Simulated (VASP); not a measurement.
Input of a VASP 6.6.1 run:

Contents of INCAR:

```
SYSTEM = P2S
PREC     = Accurate       ! precision mode
ENCUT    = 520            ! plane-wave cutoff, eV
EDIFF    = 1E-6           ! SCF threshold, eV
ISMEAR   = 0              ! smearing method
SIGMA    = 0.1            ! smearing width, eV
LREAL    = .False.        ! projectors in reciprocal space
LASPH    = .True.         ! aspherical terms in the spheres
NELM     = 100            ! most SCF steps
ALGO     = Normal         ! electronic algorithm
ISIF     = 2              ! what is computed and relaxed
LWAVE    = .False.        ! write WAVECAR
LCHARG   = .True.         ! write CHGCAR
GGA      = PE             ! functional
LELF     = .True.         ! ELF
LVHAR    = .True.       
NBANDS   = 25             ! bands
```

Contents of KPOINTS:

```
regular mesh
0
Gamma
  4 4 4
  0 0 0
```

File POSCAR:

```
P2S
1.0
    4.3932768200      0.0000000000      0.0000000000
    0.0000000000      4.3932768200      0.0000000000
    0.0000000000      0.0000000000      6.3762449500
P S
4 2
Direct
    0.0000000000      0.5000000000      0.3017749200
    0.0000000000      0.5000000000      0.8017749200
    0.5000000000      0.0000000000      0.6982250800
    0.5000000000      0.0000000000      0.1982250800
    0.0000000000      0.0000000000      0.0000000000
    0.5000000000      0.5000000000      0.5000000000
```

Potentials or basis: VASP PAW PBE potentials, release 64 (P, S).

Command:

```sh
$ cat potpaw_PBE.64/P/POTCAR potpaw_PBE.64/S/POTCAR > POTCAR
$ mpirun -np 1 vasp_std > vasp.out
```

Q: What does it give for the band gap on the k mesh?

A: None (metal or under the smearing width).

Q: What does it give for the pressure?

A: -7.8 GPa.

Q: Predict the largest force.

A: 0.452 eV/Å.

Stress tensor (GPa, compression positive):
```
-8.66  0.00  0.00
 0.00 -8.66  0.00
 0.00  0.00 -6.09
```
